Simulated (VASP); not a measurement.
Calculation: RPBE GGA, VASP's PBE PAW potentials (set 64) (plane waves; VASP).

VASP ran on this input.

### POSCAR
```
MoTe2
1
    1.7979879799    -3.1142060872    -0.0000000000
    1.7979879799     3.1142060872     0.0000000000
    0.0000000000    -0.0000000000    16.5453687054
Te Mo
4 2
Direct
  0.3333330000   0.6666670000   0.8590919216
  0.6666670000   0.3333330000   0.3590919216
  0.6666670000   0.3333330000   0.1409080784
  0.3333330000   0.6666670000   0.6409080784
  0.3333330000   0.6666670000   0.2500000000
  0.6666670000   0.3333330000   0.7500000000
```

INCAR:
```
SYSTEM = MoTe2
PREC = Accurate; ENCUT = 520; LREAL = .FALSE.
LASPH = .TRUE.
EDIFF = 1E-6; NELM = 100; ALGO = Normal
LMAXMIX = 4
ISMEAR = 0; SIGMA = 0.05
GGA = RP
IBRION = 2; NSW = 60; ISIF = 3
EDIFFG = -0.02
LWAVE = .FALSE.; LCHARG = .FALSE.
```

File KPOINTS:
```
Automatic
0
Gamma
 7 7 2
```

POTCAR, in this order: Te Mo_sv (PBE.64 set). Program: vasp_std.

What VASP printed:

OSZICAR:
```
...
DAV:   4    -0.336357830490E+02    0.15806E-02   -0.98392E-03  1006   0.472E-01    0.240E-01
DAV:   5    -0.336356876138E+02    0.95435E-04   -0.72012E-04  1239   0.127E-01    0.242E-01
DAV:   6    -0.336356522525E+02    0.35361E-04   -0.90877E-05  1225   0.519E-02    0.145E-01
DAV:   7    -0.336356260145E+02    0.26238E-04   -0.20721E-04   976   0.550E-02    0.596E-02
DAV:   8    -0.336356305521E+02   -0.45376E-05   -0.11249E-05  1116   0.153E-02    0.316E-02
DAV:   9    -0.336356335609E+02   -0.30088E-05   -0.31762E-06   835   0.132E-02    0.151E-02
DAV:  10    -0.336356348882E+02   -0.13273E-05   -0.24224E-06   821   0.108E-02    0.205E-03
DAV:  11    -0.336356348701E+02    0.18025E-07   -0.18973E-07   573   0.280E-03
  14 F= -.33635635E+02 E0= -.33635635E+02  d E =-.325614E-02
       N       E                     dE             d eps       ncg     rms          rms(c)
DAV:   1    -0.337783713527E+02   -0.14274E+00   -0.48339E+00  1020   0.137E+01    0.309E+00
DAV:   2    -0.337034310308E+02    0.74940E-01   -0.13691E+00  1226   0.581E+00    0.216E+00
DAV:   3    -0.336464254930E+02    0.57006E-01   -0.31564E-01  1125   0.224E+00    0.515E-01
DAV:   4    -0.336403539268E+02    0.60716E-02   -0.37516E-02  1006   0.907E-01    0.475E-01
DAV:   5    -0.336397821275E+02    0.57180E-03   -0.29657E-03  1240   0.264E-01    0.486E-01
DAV:   6    -0.336395836929E+02    0.19843E-03   -0.42840E-04  1164   0.102E-01    0.289E-01
DAV:   7    -0.336394614359E+02    0.12226E-03   -0.81869E-04  1111   0.106E-01    0.115E-01
DAV:   8    -0.336394784358E+02   -0.17000E-04   -0.48325E-05  1082   0.321E-02    0.548E-02
DAV:   9    -0.336394868560E+02   -0.84202E-05   -0.12923E-05   916   0.252E-02    0.275E-02
DAV:  10    -0.336394912480E+02   -0.43920E-05   -0.88424E-06   892   0.207E-02    0.331E-03
DAV:  11    -0.336394913830E+02   -0.13500E-06   -0.60473E-07   715   0.453E-03
  15 F= -.33639491E+02 E0= -.33639491E+02  d E =-.711266E-02
       N       E                     dE             d eps       ncg     rms          rms(c)
DAV:   1    -0.341827573465E+02   -0.54327E+00   -0.18748E+01  1020   0.269E+01    0.626E+00
DAV:   2    -0.339120608017E+02    0.27070E+00   -0.57740E+00  1233   0.118E+01    0.440E+00
DAV:   3    -0.336710662299E+02    0.24099E+00   -0.12802E+00  1102   0.454E+00    0.102E+00
DAV:   4    -0.336504762507E+02    0.20590E-01   -0.14567E-01  1030   0.168E+00    0.951E-01
DAV:   5    -0.336459116384E+02    0.45646E-02   -0.14421E-02  1203   0.604E-01    0.975E-01
DAV:   6    -0.336442942594E+02    0.16174E-02   -0.39817E-03  1113   0.241E-01    0.568E-01
DAV:   7    -0.336438574752E+02    0.43678E-03   -0.26837E-03  1140   0.188E-01    0.218E-01
DAV:   8    -0.336439075061E+02   -0.50031E-04   -0.20579E-04  1140   0.764E-02    0.921E-02
DAV:   9    -0.336439140279E+02   -0.65218E-05   -0.87844E-05   949   0.590E-02    0.349E-02
DAV:  10    -0.336439203480E+02   -0.63201E-05   -0.25457E-05  1061   0.291E-02    0.128E-02
DAV:  11    -0.336439213070E+02   -0.95905E-06   -0.34320E-06   897   0.114E-02
  16 F= -.33643921E+02 E0= -.33643921E+02  d E =-.115426E-01
       N       E                     dE             d eps       ncg     rms          rms(c)
DAV:   1    -0.336467546474E+02   -0.28343E-02   -0.31964E-01   992   0.309E+00    0.694E-01
DAV:   2    -0.336464020297E+02    0.35262E-03   -0.20882E-02  1187   0.724E-01    0.174E-01
DAV:   3    -0.336460079487E+02    0.39408E-03   -0.79396E-03  1142   0.336E-01    0.248E-01
DAV:   4    -0.336457147304E+02    0.29322E-03   -0.10462E-03  1182   0.155E-01    0.102E-01
DAV:   5    -0.336456618437E+02    0.52887E-04   -0.55144E-04  1200   0.130E-01    0.450E-02
DAV:   6    -0.336456650038E+02   -0.31601E-05   -0.18639E-05  1166   0.246E-02    0.202E-02
DAV:   7    -0.336456677529E+02   -0.27490E-05   -0.23975E-06   827   0.682E-03    0.154E-02
DAV:   8    -0.336456705267E+02   -0.27738E-05   -0.93323E-07   658   0.550E-03    0.491E-03
DAV:   9    -0.336456707682E+02   -0.24148E-06   -0.49322E-07   587   0.309E-03
  17 F= -.33645671E+02 E0= -.33645671E+02  d E =-.174946E-02
       N       E                     dE             d eps       ncg     rms          rms(c)
DAV:   1    -0.336458399915E+02   -0.16946E-03   -0.12752E-02   992   0.617E-01    0.138E-01
DAV:   2    -0.336458271630E+02    0.12829E-04   -0.83914E-04  1187   0.144E-01    0.354E-02
DAV:   3    -0.336458083339E+02    0.18829E-04   -0.32909E-04  1126   0.683E-02    0.499E-02
DAV:   4    -0.336457950153E+02    0.13319E-04   -0.44732E-05  1194   0.319E-02    0.205E-02
DAV:   5    -0.336457899369E+02    0.50784E-05   -0.21783E-05  1178   0.260E-02    0.851E-03
DAV:   6    -0.336457886972E+02    0.12397E-05   -0.66260E-07   630   0.488E-03    0.413E-03
DAV:   7    -0.336457878242E+02    0.87294E-06   -0.16907E-07   538   0.210E-03
  18 F= -.33645788E+02 E0= -.33645788E+02  d E =-.186652E-02
       N       E                     dE             d eps       ncg     rms          rms(c)
DAV:   1    -0.336482859819E+02   -0.24973E-02   -0.53622E-02  1072   0.162E+00    0.346E-01
DAV:   2    -0.336471623732E+02    0.11236E-02   -0.22083E-02  1194   0.767E-01    0.234E-01
DAV:   3    -0.336462130823E+02    0.94929E-03   -0.57151E-03  1141   0.294E-01    0.898E-02
DAV:   4    -0.336461849985E+02    0.28084E-04   -0.38550E-04  1086   0.895E-02    0.380E-02
DAV:   5    -0.336461593876E+02    0.25611E-04   -0.14182E-04  1205   0.662E-02    0.414E-02
DAV:   6    -0.336461535398E+02    0.58478E-05   -0.27930E-05  1116   0.216E-02    0.716E-03
DAV:   7    -0.336461532872E+02    0.25256E-06   -0.15762E-06   638   0.747E-03
  19 F= -.33646153E+02 E0= -.33646153E+02  d E =-.365463E-03
       N       E                     dE             d eps       ncg     rms          rms(c)
DAV:   1    -0.336530514627E+02   -0.68979E-02   -0.16765E-01  1072   0.286E+00    0.610E-01
DAV:   2    -0.336495253372E+02    0.35261E-02   -0.69256E-02  1178   0.136E+00    0.418E-01
DAV:   3    -0.336465505261E+02    0.29748E-02   -0.17697E-02  1157   0.518E-01    0.156E-01
DAV:   4    -0.336464663867E+02    0.84139E-04   -0.11829E-03  1122   0.155E-01    0.667E-02
DAV:   5    -0.336463894551E+02    0.76932E-04   -0.44841E-04  1206   0.118E-01    0.728E-02
DAV:   6    -0.336463779701E+02    0.11485E-04   -0.91413E-05  1246   0.384E-02    0.141E-02
DAV:   7    -0.336463773661E+02    0.60404E-06   -0.64981E-06  1058   0.120E-02
  20 F= -.33646377E+02 E0= -.33646377E+02  d E =-.589542E-03
       N       E                     dE             d eps       ncg     rms          rms(c)
DAV:   1    -0.336497574486E+02   -0.33795E-02   -0.70467E-02  1118   0.189E+00    0.446E-01
DAV:   2    -0.336483930721E+02    0.13644E-02   -0.40795E-02  1186   0.981E-01    0.341E-01
DAV:   3    -0.336465856096E+02    0.18075E-02   -0.10148E-02  1141   0.393E-01    0.985E-02
DAV:   4    -0.336465456047E+02    0.40005E-04   -0.75102E-04  1084   0.111E-01    0.460E-02
DAV:   5    -0.336464827615E+02    0.62843E-04   -0.19907E-04  1222   0.781E-02    0.456E-02
DAV:   6    -0.336464667753E+02    0.15986E-04   -0.44986E-05  1118   0.293E-02    0.207E-02
DAV:   7    -0.336464648248E+02    0.19505E-05   -0.39195E-06   987   0.107E-02    0.747E-03
DAV:   8    -0.336464650360E+02   -0.21115E-06   -0.30413E-07   566   0.364E-03
  21 F= -.33646465E+02 E0= -.33646465E+02  d E =-.876699E-04
       N       E                     dE             d eps       ncg     rms          rms(c)
DAV:   1    -0.336465435910E+02   -0.78766E-04   -0.16269E-03  1117   0.286E-01    0.680E-02
DAV:   2    -0.336465098357E+02    0.33755E-04   -0.90713E-04  1187   0.147E-01    0.502E-02
DAV:   3    -0.336464706316E+02    0.39204E-04   -0.23046E-04  1141   0.594E-02    0.154E-02
DAV:   4    -0.336464703952E+02    0.23640E-06   -0.16428E-05   969   0.169E-02    0.689E-03
DAV:   5    -0.336464694835E+02    0.91163E-06   -0.44417E-06   832   0.121E-02
  22 F= -.33646469E+02 E0= -.33646469E+02  d E =-.921175E-04
```

**OUTCAR**
```
------------------------ aborting loop because EDIFF is reached ----------------------------------------
  FORCE on cell =-STRESS in cart. coord.  units (eV):
  Direction    XX          YY          ZZ          XY          YZ          ZX
  --------------------------------------------------------------------------------------
  Total       -0.1142363     -0.1142363     -0.0021144      0.0000000     -0.0000000      0.0000000
  in kB       -0.9138154     -0.9138152     -0.0169140      0.0000000     -0.0000000      0.0000000
  external PRESSURE =      -0.6148482 kB  Pullay stress =       0.0000000 kB
  volume of cell :      200.29
      direct lattice vectors                 reciprocal lattice vectors
     1.795607247 -3.110082539  0.000000000     0.278457330 -0.160767437  0.000000000
     1.795607247  3.110082539 -0.000000000     0.278457330  0.160767437 -0.000000000
    -0.000000000  0.000000000 17.932587129    -0.000000000  0.000000000  0.055764402
 POSITION                                       TOTAL-FORCE (eV/Angst)
 -----------------------------------------------------------------------------------
      1.79561      1.03670     15.25834        -0.000000      0.000000     -0.014701
      1.79561     -1.03670      6.29205        -0.000000     -0.000000     -0.014701
      1.79561     -1.03670      2.67425        -0.000000     -0.000000      0.014701
      1.79561      1.03670     11.64054        -0.000000      0.000000      0.014701
      1.79561      1.03670      4.48315        -0.000000      0.000000      0.000000
      1.79561     -1.03670     13.44944         0.000000     -0.000000      0.000000
 -----------------------------------------------------------------------------------
    total drift:                               -0.000279      0.001750     -0.000026
  FREE ENERGIE OF THE ION-ELECTRON SYSTEM (eV)
  ---------------------------------------------------
  free  energy   TOTEN  =       -33.6464694835 eV

  energy  without entropy=      -33.6464694835  energy(sigma->0) =      -33.64646948

 reached required accuracy - stopping structural energy minimisation
```
(Selected blocks of OUTCAR.)

**CONTCAR**
```
MoTe2
   1.00000000000000
     1.7956072471560216   -3.1100825393355382    0.0000000000000000
     1.7956072471560216    3.1100825393355382   -0.0000000000000000
    -0.0000000000000000    0.0000000000000000   17.9325871286263698
  Te              Mo
     4     2
Direct
     0.3333330000000032    0.6666669999999968    0.8508722958399213
     0.6666669999999968    0.3333330000000032    0.3508722958399216
     0.6666669999999968    0.3333330000000032    0.1491277041600787
     0.3333330000000032    0.6666669999999968    0.6491277041600787
     0.3333330000000032    0.6666669999999968    0.2500000000000000
     0.6666669999999968    0.3333330000000032    0.7500000000000000
```

Energy and stress use the plane-wave basis of the starting cell. Without a dispersion term in the relaxation, distances and binding between the weakly bound layers, chains or molecules are unreliable, and so is what depends on them.

The compound is MoTe2 in the 2H layered structure. This run relaxes it. Symmetry was kept, so distortions that lower it aren't found. The start is the result of an earlier pass.
